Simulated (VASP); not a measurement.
Input of a VASP 6.6.1 run:

Contents of INCAR:

```
SYSTEM = BeCr3
ALGO = Normal
EDIFF = 1E-6
EDIFFG = -0.02
ENCUT = 600
GGA = PS
IBRION = 2
ISIF = 3
ISMEAR = -1
ISPIN = 2
LASPH = .TRUE.
LCHARG = .FALSE.
LDAU = .TRUE.
LDAUJ = 0 0
LDAUL = 2 -1
LDAUPRINT = 1
LDAUTYPE = 2
LDAUU = 6 0
LMAXMIX = 4
LORBIT = 11
LREAL = .FALSE.
LWAVE = .FALSE.
MAGMOM = 3 3 3 0
NELM = 150
NSW = 40
PREC = Accurate
SIGMA = 0.05
```

The input KPOINTS:

```
k-points
0
G
  6 6 6
  0 0 0
```

File POSCAR:

```
BeCr3
1.0
    3.5112140000      0.0000000000      0.0000000000
    0.0000000000      3.5112140000      0.0000000000
    0.0000000000      0.0000000000      3.5112140000
Cr Be
3 1
Direct
    0.5000000000      0.5000000000      0.0000000000
    0.5000000000      0.0000000000      0.5000000000
    0.0000000000      0.5000000000      0.5000000000
    0.0000000000      0.0000000000      0.0000000000
```

Potentials or basis: VASP PAW PBE potentials, release 64 (Cr_pv, Be).

Launch:

```console
$ cat potpaw_PBE.64/Cr_pv/POTCAR potpaw_PBE.64/Be/POTCAR > POTCAR
$ mpirun -np 1 vasp_std > vasp.out
```

Estimate the net moment.

13.98 μB per cell.

What does it give for the site moments?

Cr +4.26; Be -0.14 μB.

What does it give for the relaxed volume?

17.18 Å³/atom.

Predict the space group after relaxing (to 0.05 Å).

Pm-3m (No. 221).

Eigenvalues of the final occupation matrices:
```csv
site,spin,trace,eigenvalues
site 1 d,1,4.23,0.82 0.82 0.85 0.85 0.89
site 1 d,2,0.05,0.01 0.01 0.01 0.01 0.02
site 2 d,1,4.23,0.82 0.82 0.85 0.85 0.89
site 2 d,2,0.05,0.01 0.01 0.01 0.01 0.02
site 3 d,1,4.23,0.82 0.82 0.85 0.85 0.89
site 3 d,2,0.05,0.01 0.01 0.01 0.01 0.02
```

Caveat: the electronic state changed during the relaxation; the volume moved by over 15 % at a fixed basis, so the end points are rough; the bands computed are all filled at some k points, so no gap is given; the PAW data sets were made with another functional, which shifts forces and pressure a little; the U is typed as a test and isn't derived for this compound. The state reached can hang on the start; a lower one may exist.
